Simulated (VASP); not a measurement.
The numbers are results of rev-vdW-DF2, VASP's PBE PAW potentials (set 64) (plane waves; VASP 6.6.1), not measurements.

Input for VASP

**INCAR**
```
# general
SYSTEM   = C
PREC     = Accurate
ENCUT    = 520
LREAL    = F
LASPH    = T

# electronic loop
EDIFF    = 1E-7
NELM     = 100
ALGO     = Normal

# smearing
ISMEAR   = 0
SIGMA    = 0.05

# functional
GGA      = MK
LUSE_VDW = T
AGGAC    = 0.0
PARAM1   = 0.1234568
PARAM2   = 0.7114
ZAB_VDW  = -1.8867

# ions
ISIF     = 2

# output
LWAVE    = F
LCHARG   = F
```

**KPOINTS**
```
Automatic mesh
0
Gamma
13 13 13
0 0 0
```

### POSCAR
```
C
2.52330
  0.0000000000   0.7071068450   0.7071068450
  0.7071068450   0.0000000000   0.7071068450
  0.7071068450   0.7071068450   0.0000000000
C
2
Cart
  0.0000000000   0.0000000000   0.0000000000
  0.3535534225   0.3535534225   0.3535534225
```

POTCAR, in this order: C (PBE.64 set). Program: vasp_std.

What VASP printed:

### OSZICAR
```
       N       E                     dE             d eps       ncg     rms          rms(c)
DAV:   1     0.959243941800E+00    0.95924E+00   -0.50831E+03  1424   0.987E+02
DAV:   2    -0.170466457028E+02   -0.18006E+02   -0.17277E+02  2040   0.110E+02
DAV:   3    -0.171634301832E+02   -0.11678E+00   -0.11678E+00  1528   0.117E+01
DAV:   4    -0.171635913820E+02   -0.16120E-03   -0.16120E-03  1856   0.454E-01
DAV:   5    -0.171635915031E+02   -0.12105E-06   -0.12105E-06  1432   0.667E-03    0.559E+00
DAV:   6    -0.166682321275E+02    0.49536E+00   -0.39885E-01  1392   0.500E+00    0.332E+00
DAV:   7    -0.164958045572E+02    0.17243E+00   -0.47171E-01  1632   0.546E+00    0.736E-01
DAV:   8    -0.164963798973E+02   -0.57534E-03   -0.17202E-03  1384   0.504E-01    0.307E-02
DAV:   9    -0.164964000396E+02   -0.20142E-04   -0.15021E-05  1920   0.499E-02    0.303E-02
DAV:  10    -0.164964056287E+02   -0.55891E-05   -0.49002E-06  1400   0.271E-02    0.551E-03
DAV:  11    -0.164964055789E+02    0.49780E-07   -0.11237E-07  1720   0.309E-03
   1 F= -.16496406E+02 E0= -.16496406E+02  d E =-.530978E-17
```

**OUTCAR**
```
------------------------ aborting loop because EDIFF is reached ----------------------------------------
  FORCE on cell =-STRESS in cart. coord.  units (eV):
  Direction    XX          YY          ZZ          XY          YZ          ZX
  --------------------------------------------------------------------------------------
  Total       -0.0000346     -0.0000346     -0.0000346      0.0000000      0.0000000      0.0000000
  in kB       -0.0048733     -0.0048733     -0.0048733      0.0000000      0.0000000      0.0000000
  external PRESSURE =      -0.0048733 kB  Pullay stress =       0.0000000 kB
  volume of cell :       11.36
      direct lattice vectors                 reciprocal lattice vectors
     0.000000000  1.784242702  1.784242702    -0.280230935  0.280230935  0.280230935
     1.784242702  0.000000000  1.784242702     0.280230935 -0.280230935  0.280230935
     1.784242702  1.784242702  0.000000000     0.280230935  0.280230935 -0.280230935
 POSITION                                       TOTAL-FORCE (eV/Angst)
 -----------------------------------------------------------------------------------
      0.00000      0.00000      0.00000        -0.000000     -0.000000     -0.000000
      0.89212      0.89212      0.89212         0.000000      0.000000      0.000000
 -----------------------------------------------------------------------------------
    total drift:                                0.000000      0.000000      0.000000
  FREE ENERGIE OF THE ION-ELECTRON SYSTEM (eV)
  ---------------------------------------------------
  free  energy   TOTEN  =       -16.4964055789 eV

  energy  without entropy=      -16.4964055789  energy(sigma->0) =      -16.49640558
```
(Selected blocks of OUTCAR.)

The compound is C in the diamond structure. It was relaxed first.
